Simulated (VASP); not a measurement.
Here is the system:

```xyz
4
Lattice="1.5560 -2.6951 0.0000 1.5560 2.6951 0.0000 0.0000 0.0000 5.1091" Properties=species:S:1:pos:R:3 pbc="T T T"
Si     1.5560    -0.8984     2.5523
Si     1.5560     0.8984     5.1068
C      1.5560    -0.8984     4.4726
C      1.5560     0.8984     1.9181
```

These are PBE GGA with D3 dispersion (zero damping), VASP's PBE PAW potentials (set 64) (plane waves; VASP) values and carry that method's errors. Numerical set-up: 520 eV cut-off, 8×8×5 Γ-centred mesh, Gaussian smearing of 0.050 eV, potentials Si C.

Give the stress tensor in GPa (positive for a compressed cell).

```
-5.99   0.00   0.00
 0.00  -5.99   0.00
 0.00   0.00  -6.17
```
The pressure is its mean diagonal, -6.05 GPa.

The compound is SiC in the wurtzite structure, the rare 2H polytype. This cell is one point of a volume scan, at 1.03 of the reference volume.
